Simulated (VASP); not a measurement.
```yaml
crystal:
  lattice:
    - [0.00000, 2.41971, 2.41971]
    - [2.41971, 0.00000, 2.41971]
    - [2.41971, 2.41971, 0.00000]
  atoms:
    - { symbol: B, position: [0.00000, 0.00000, 0.00000] }
    - { symbol: As, position: [0.25000, 0.25000, 0.25000] }
```

Computed with revPBE GGA, VASP's PBE PAW potentials (set 64) (plane waves; VASP 6.6.1). Numerical set-up: 520 eV cut-off, 9×9×9 Γ-centred mesh, Gaussian smearing of 0.050 eV, potentials B As.

Question: What does the run give for the energy per atom (σ→0)?

Answer: 
The energy per atom (σ→0) is -524.2 kJ/mol of atoms.

Only differences to runs with the same potentials and settings are physical.

The compound is BAs in the zinc blende structure. It was relaxed first.
